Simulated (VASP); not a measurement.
Consider the following.

```
CELL_PARAMETERS angstrom
      4.26360     2.13180     2.13180
      2.13180     4.26360     2.13180
      2.13180     2.13180     4.26360
ATOMIC_POSITIONS crystal
  Ni 0.00000 0.00000 0.00000
  Ni 0.50000 0.50000 0.50000
  O  0.25000 0.25000 0.25000
  O  0.75000 0.75000 0.75000
```
Starting moments (μB, in the order of the record's atoms Ni Ni O O): 2.0 -2.0 0.0 0.0.

All values below come from PBE GGA, VASP's PBE PAW potentials (set 64) (plane waves; VASP). Settings: 520 eV cut-off, 8×8×8 Γ-centred mesh, first-order Methfessel-Paxton smearing of 0.10 eV, potentials Ni O.

Question: Give the stress tensor in GPa (positive for a compressed cell).

Answer: 
```
-8.94  -0.19  -0.19
-0.19  -8.94  -0.19
-0.19  -0.19  -8.94
```
The pressure is its mean diagonal, -8.94 GPa.

The compound is NiO in the rock salt, AFM-II order structure. The cell was not relaxed at this level. The k-mesh is coarse (spacing up to 0.31 per Å, 2π included), so the numbers may not be converged in it. The run is one of a series of settings (ISMEAR = 1, SIGMA = 0.1 against the base run), some of them coarse on purpose.
